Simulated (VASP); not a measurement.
OSZICAR of a VASP run on CdTe (zinc blende):

### OSZICAR
```
       N       E                     dE             d eps       ncg     rms          rms(c)
DAV:   1     0.567413116090E+02    0.56741E+02   -0.85794E+03   424   0.122E+03
DAV:   2    -0.470742828444E+02   -0.10382E+03   -0.99978E+02   476   0.280E+02
DAV:   3    -0.511872821947E+02   -0.41130E+01   -0.41022E+01   471   0.581E+01
DAV:   4    -0.512213712791E+02   -0.34089E-01   -0.34087E-01   547   0.487E+00
DAV:   5    -0.512216198096E+02   -0.24853E-03   -0.24853E-03   491   0.318E-01    0.532E+00
DAV:   6    -0.469255434619E+02    0.42961E+01   -0.32253E+00   416   0.268E+01    0.688E+00
DAV:   7    -0.466413161349E+02    0.28423E+00   -0.21929E-01   416   0.627E+00    0.444E+00
DAV:   8    -0.468064895754E+02   -0.16517E+00   -0.21922E-01   446   0.500E+00    0.922E-01
DAV:   9    -0.465669141173E+02    0.23958E+00   -0.24385E-01   416   0.474E+00    0.534E-01
DAV:  10    -0.466173910251E+02   -0.50477E-01   -0.33920E-02   416   0.179E+00    0.324E-01
DAV:  11    -0.466388051395E+02   -0.21414E-01   -0.15739E-02   416   0.126E+00    0.635E-02
DAV:  12    -0.466388487682E+02   -0.43629E-04   -0.92421E-04   451   0.351E-01    0.610E-02
DAV:  13    -0.466404436358E+02   -0.15949E-02   -0.45548E-03   416   0.665E-01    0.578E-02
DAV:  14    -0.466378346023E+02    0.26090E-02   -0.14688E-03   451   0.320E-01    0.435E-02
DAV:  15    -0.466405477425E+02   -0.27131E-02   -0.87223E-04   416   0.255E-01    0.379E-02
DAV:  16    -0.466411096059E+02   -0.56186E-03   -0.12113E-04   436   0.118E-01    0.203E-02
DAV:  17    -0.466414020857E+02   -0.29248E-03   -0.18660E-04   416   0.129E-01    0.353E-03
DAV:  18    -0.466414196470E+02   -0.17561E-04   -0.18637E-05   491   0.431E-02    0.649E-03
DAV:  19    -0.466414187742E+02    0.87275E-06   -0.89014E-07   293   0.119E-02
   1 F= -.46641419E+02 E0= -.46641419E+02  d E =-.466414E+02
```

Task: Which electronic solver shows in the log?

Result: It is blocked Davidson (ALGO = Normal, or the opening steps of other solvers). The INCAR had ALGO = Normal.

Task: Can the final energy be trusted as converged?

Result: The calculation finished and met its thresholds. It stopped with EDIFF = 1E-6, NELM = 100, NSW = 60 and EDIFFG = -0.01 after 1 ionic step (r2SCAN meta-GGA, plane waves, VASP's PBE PAW potentials (set 64)).

The compound is CdTe in the zinc blende structure. It was relaxed first. The start is the result of an earlier pass.
